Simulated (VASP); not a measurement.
Level of theory: LDA (Ceperley-Alder, Perdew-Zunger) with spin-orbit coupling, VASP's LDA PAW potentials (set 64) (plane waves; VASP).

VASP input:

INCAR:
```
ISMEAR = 0   # Gaussian
ENCUT = 400   # plane-wave cut-off (eV)
ALGO = Normal
MAGMOM = 0 0 0 0 0 0 0 0 0 0 0 0
LCHARG = .FALSE.
NELM = 100   # most electronic steps
EDIFF = 1E-6   # SCF stop (eV)
GGA_COMPAT = .FALSE.
PREC = Accurate
SIGMA = 0.05   # width (eV)
LREAL = .FALSE.   # projection in real space or not
LSORBIT = .TRUE.
SYSTEM = CdSe
LMAXMIX = 4   # l cut-off of mixed one-centre charges
LWAVE = .FALSE.
LASPH = .TRUE.
```

**KPOINTS_OPT**
```
k-points along high-symmetry lines
5
Line-mode
Reciprocal
  0.000000   0.000000   0.000000 ! GAMMA
  0.000000   0.500000   0.000000 ! M

  0.000000   0.500000   0.000000 ! M
 -0.333333   0.666667   0.000000 ! K

 -0.333333   0.666667   0.000000 ! K
  0.000000   0.000000   0.000000 ! GAMMA

  0.000000   0.000000   0.000000 ! GAMMA
  0.000000   0.000000   0.500000 ! A

  0.000000   0.000000   0.500000 ! A
  0.000000   0.500000   0.500000 ! L

  0.000000   0.500000   0.500000 ! L
 -0.333333   0.666667   0.500000 ! H

 -0.333333   0.666667   0.500000 ! H
  0.000000   0.000000   0.500000 ! A

  0.000000   0.500000   0.500000 ! L
  0.000000   0.500000   0.000000 ! M

 -0.333333   0.666667   0.500000 ! H
 -0.333333   0.666667   0.000000 ! K
```

File KPOINTS:
```
Automatic mesh
0
Gamma
6 6 3
```

**POSCAR**
```
CdSe
1
    2.1255110323    -3.6814928718     0.0000000000
    2.1255110323     3.6814928718     0.0000000000
    0.0000000000     0.0000000000     6.9347776342
Cd Se
2 2
Direct
  0.6666670000   0.3333330000   0.4999997424
  0.3333330000   0.6666670000   0.9999997424
  0.6666670000   0.3333330000   0.8760002576
  0.3333330000   0.6666670000   0.3760002576
```

POTCAR, in this order: Cd Se (LDA.64 set). Program: vasp_ncl.

Q: What does the run give for the energy per atom (σ→0), band gap (over mesh and band path)?

A: 
| Item | Result |
|---|---|
| energy per atom (σ→0) | -3.402 eV/atom |
| band gap (over mesh and band path) | 0.37 eV |

### OSZICAR
```
...
DAV:  11    -0.136085929735E+02    0.38423E-04   -0.44720E-04  2148   0.260E-01    0.482E-02
DAV:  12    -0.136085937879E+02   -0.81443E-06   -0.25701E-05  1968   0.339E-02    0.177E-02
DAV:  13    -0.136085906906E+02    0.30974E-05   -0.16018E-05  2064   0.337E-02    0.549E-03
DAV:  14    -0.136085908233E+02   -0.13276E-06   -0.14162E-06  1492   0.910E-03
   1 F= -.13608591E+02 E0= -.13608591E+02  d E =-.460869E-09  mag=    -0.0000     0.0000     0.0000
       N       E                     dE             ncg
       N       E                     dE             ncg
       N       E                     dE             ncg
```

The compound is CdSe in the wurtzite structure. It was relaxed first.
